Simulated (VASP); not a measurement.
Energy against volume of PbS (rock salt). All values below come from rev-vdW-DF2, VASP's PBE PAW potentials (set 64) (plane waves; VASP 6.6.1). Run with 520 eV cut-off, 8×8×8 Γ-centred mesh, Gaussian smearing of 0.050 eV, potentials Pb_d S.

```json
[
 {"V (Å³/atom)": "24.873", "E (eV/atom)": "-2.33527"},
 {"V (Å³/atom)": "25.667", "E (eV/atom)": "-2.35028"},
 {"V (Å³/atom)": "26.461", "E (eV/atom)": "-2.35531"},
 {"V (Å³/atom)": "27.255", "E (eV/atom)": "-2.35188"}
]
```

**Question.** Fit these four points and predict the energy of the run at 28.048 Å³/atom.

**Answer.** A cubic in V^(−2/3), the third-order Birch-Murnaghan form, passes through the four points with V0 = 26.51 Å³/atom and B0 = 56 GPa, and gives -2.3413 eV/atom there. The run gave -2.3412 eV/atom, +0.1 meV/atom from the fit; all five points give B0 = 56 GPa.

The compound is PbS in the rock salt structure. It was relaxed first.
